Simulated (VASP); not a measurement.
Data:

```
FeNi3
1.0
    3.36819     0.00000     0.00000
    0.00000     3.36819     0.00000
    0.00000     0.00000     3.36819
Fe Ni
1 3
Direct
  0.00000   0.00000   0.00000
  0.00000   0.50000   0.50000
  0.50000   0.00000   0.50000
  0.50000   0.50000   0.00000
```
Starting moments (μB, in the order of the record's atoms Fe Ni Ni Ni): 2.8 0.6 0.6 0.6.

Calculation: PBEsol GGA, VASP's PBE PAW potentials (set 64) (plane waves; VASP). Settings: 500 eV cut-off, 9×9×9 Γ-centred mesh, first-order Methfessel-Paxton smearing of 0.10 eV, potentials Fe Ni.

Energy and stress use the plane-wave basis of the starting cell.

The ions, cell shape and volume at an external pressure of 45.0 GPa are relaxed. Give the cell that the relaxation ends in.

```
FeNi3
1.0
    3.32565     0.00000     0.00000
    0.00000     3.32565     0.00000
    0.00000     0.00000     3.32565
Fe Ni
1 3
Direct
  0.00000   0.00000   0.00000
  0.00000   0.50000   0.50000
  0.50000   0.00000   0.50000
  0.50000   0.50000   0.00000
```
Space group Pm-3m (221), at a tolerance of 0.03 Å. The cell ends with 4.42 μB, on the sites 2.64 0.57 0.57 0.57 μB.

How do energy and volume change from the first to the last step?

The energy (σ→0) changes by +82.6 meV/atom and the volume by -3.7 %, in 4 ionic steps.

```json
[
 {"step": "1", "E(σ→0) (eV)": "-27.2903", "max force (eV/Å)": "0.000", "pressure (GPa)": "29.77", "volume (Å³)": "38.21"},
 {"step": "2", "E(σ→0) (eV)": "-25.5316", "max force (eV/Å)": "0.000", "pressure (GPa)": "94.94", "volume (Å³)": "33.41"},
 {"step": "3", "E(σ→0) (eV)": "-26.9683", "max force (eV/Å)": "0.000", "pressure (GPa)": "44.61", "volume (Å³)": "36.81"},
 {"step": "4", "E(σ→0) (eV)": "-26.9600", "max force (eV/Å)": "0.000", "pressure (GPa)": "44.73", "volume (Å³)": "36.78"}
]
```

The compound is Ni3Fe in the L1_2 structure. This run relaxes it under an external pressure of 45 GPa. Symmetry was kept, so distortions that lower it aren't found.
